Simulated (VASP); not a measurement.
Consider the following.

```
CuZn
1.0
    2.92429     0.00000     0.00000
    0.00000     2.95657     0.00000
    0.00000     0.00000     2.96318
Zn Cu
1 1
Direct
  0.50000   0.50000   0.50000
  0.02313   0.00000   0.00000
```

Calculation: PBE GGA, VASP's PBE PAW potentials (set 64) (plane waves; VASP). Numerical set-up: 550 eV cut-off, 11×11×11 Γ-centred mesh, first-order Methfessel-Paxton smearing of 0.10 eV, potentials Zn Cu.

Q: Predict the energy per atom (σ→0), pressure, largest force, band gap (on the k-mesh) with the smallest direct gap where there is one.

A: 
| Property | Result |
|---|---|
| band gap (on the k-mesh) | none (metal, semimetal or under 0.01 eV) |
| energy per atom (σ→0) | -2.501 eV/atom |
| pressure | 27.1 kbar |
| largest force | 0.324 eV/Å |

The compound is CuZn in the CsCl type structure. The cell was not relaxed at this level, atoms are displaced from their ideal sites. The run is one of a series of settings (ENCUT = 550 against the base run), some of them coarse on purpose. The electron count is odd and the run is not spin-polarised, which forces a metal.
